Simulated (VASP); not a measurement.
Level of theory: PBEsol GGA, VASP's PBE PAW potentials (set 64) (plane waves; VASP).

The input files of a VASP run:

### POSCAR
```
HfB2
1.0
  1.5622870174  -2.7059607190   0.0000000000
  1.5622870174   2.7059607190   0.0000000000
  0.0000000000   0.0000000000   3.4543800322
Hf B
1 2
Cartesian
  0.0000000000   0.0000000000   0.0000000000
  1.5622870174   0.9019887103   1.7271900161
  1.5622870174  -0.9019887103   1.7271900161
```

INCAR:
```
LREAL = .FALSE.
LASPH = .TRUE.
ALGO = Normal   # blocked Davidson
NEDOS = 601
ENCUT = 520   # plane-wave cut-off (eV)
ISMEAR = -5   # tetrahedra, Bloechl
LORBIT = 11   # lm-projected
LEFG = .TRUE.
LWAVE = .FALSE.
NELM = 100   # most electronic steps
ISIF = 2   # forces and stress, cell fixed
GGA = PS   # PBEsol
SYSTEM = HfB2
LCHARG = .TRUE.
EDIFF = 1E-7   # SCF stop (eV)
LMAXMIX = 6   # l cut-off of mixed one-centre charges
PREC = Accurate
```

File KPOINTS:
```
kpoints
0
Gamma
  13 13 10
```

POTCAR, in this order: Hf_pv B (PBE.64 set). Program: vasp_std.

What VASP printed:

File OSZICAR:
```
       N       E                     dE             d eps       ncg     rms          rms(c)
DAV:   1     0.268339281803E+02    0.26834E+02   -0.84557E+03  3024   0.127E+03
DAV:   2    -0.284073392064E+02   -0.55241E+02   -0.52061E+02  3676   0.241E+02
DAV:   3    -0.300777144315E+02   -0.16704E+01   -0.16458E+01  3972   0.323E+01
DAV:   4    -0.300901438280E+02   -0.12429E-01   -0.12560E-01  3596   0.304E+00
DAV:   5    -0.300902729175E+02   -0.12909E-03   -0.13383E-03  3948   0.249E-01    0.551E+01
DAV:   6    -0.279830551584E+02    0.21072E+01   -0.47887E+00  3608   0.145E+01    0.398E+01
DAV:   7    -0.279377775664E+02    0.45278E-01   -0.16126E+00  3808   0.881E+00    0.109E+01
DAV:   8    -0.278686468380E+02    0.69131E-01   -0.48251E-01  3604   0.490E+00    0.177E+00
DAV:   9    -0.278640122390E+02    0.46346E-02   -0.32990E-02  3520   0.142E+00    0.298E-01
DAV:  10    -0.278639736408E+02    0.38598E-04   -0.94812E-04  3712   0.269E-01    0.337E-01
DAV:  11    -0.278639959979E+02   -0.22357E-04   -0.97678E-05  3712   0.782E-02    0.179E-01
DAV:  12    -0.278639833310E+02    0.12667E-04   -0.11953E-05  3696   0.287E-02    0.254E-02
DAV:  13    -0.278639839053E+02   -0.57432E-06   -0.40683E-07  3632   0.630E-03    0.434E-03
DAV:  14    -0.278639840652E+02   -0.15997E-06   -0.72859E-09  2104   0.773E-04    0.117E-03
DAV:  15    -0.278639841364E+02   -0.71144E-07   -0.22450E-09  1928   0.402E-04
   1 F= -.27863984E+02 E0= -.27863984E+02  d E =0.000000E+00
```

### OUTCAR
```
------------------------ aborting loop because EDIFF is reached ----------------------------------------
  FORCE on cell =-STRESS in cart. coord.  units (eV):
  Direction    XX          YY          ZZ          XY          YZ          ZX
  --------------------------------------------------------------------------------------
  Total        0.0345830      0.0345830     -0.1261006      0.0000000      0.0000000      0.0000000
  in kB        1.8971045      1.8971048     -6.9174407      0.0000000      0.0000000      0.0000000
  external PRESSURE =      -1.0410771 kB  Pullay stress =       0.0000000 kB
  volume of cell :       29.21
      direct lattice vectors                 reciprocal lattice vectors
     1.562287017 -2.705960719  0.000000000     0.320043625 -0.184777257  0.000000000
     1.562287017  2.705960719  0.000000000     0.320043625  0.184777257  0.000000000
     0.000000000  0.000000000  3.454380032     0.000000000  0.000000000  0.289487546
 POSITION                                       TOTAL-FORCE (eV/Angst)
 -----------------------------------------------------------------------------------
      0.00000      0.00000      0.00000         0.000000      0.000000     -0.000000
      1.56229      0.90199      1.72719        -0.000000      0.000000     -0.000000
      1.56229     -0.90199      1.72719         0.000000     -0.000000      0.000000
 -----------------------------------------------------------------------------------
    total drift:                                0.000000     -0.000000      0.000000
  FREE ENERGIE OF THE ION-ELECTRON SYSTEM (eV)
  ---------------------------------------------------
  free  energy   TOTEN  =       -27.8639841364 eV

  energy  without entropy=      -27.8639841364  energy(sigma->0) =      -27.86398414

 total charge

# of ion       s       p       d       tot
------------------------------------------
    1        0.304   6.609   1.884   8.797
    2        0.664   1.285   0.000   1.950
    3        0.664   1.285   0.000   1.950
--------------------------------------------------
tot          1.632   9.180   1.884  12.696

 Electric field gradients after diagonalization (V/A^2)
 (convention: |V_zz| > |V_xx| > |V_yy|)
----------------------------------------------------------------------
 ion       V_xx      V_yy      V_zz     asymmetry (V_yy - V_xx)/ V_zz
----------------------------------------------------------------------
   1     -40.301   -40.297    80.598       0.000
   2      -0.806    -0.806     1.612       0.000
   3      -0.806    -0.806     1.612       0.000
```
(Selected blocks of OUTCAR.)

For a metal the tetrahedron method with Blöchl corrections gives inexact stress and forces.

The compound is HfB2 in the AlB2 type structure. It was relaxed first.
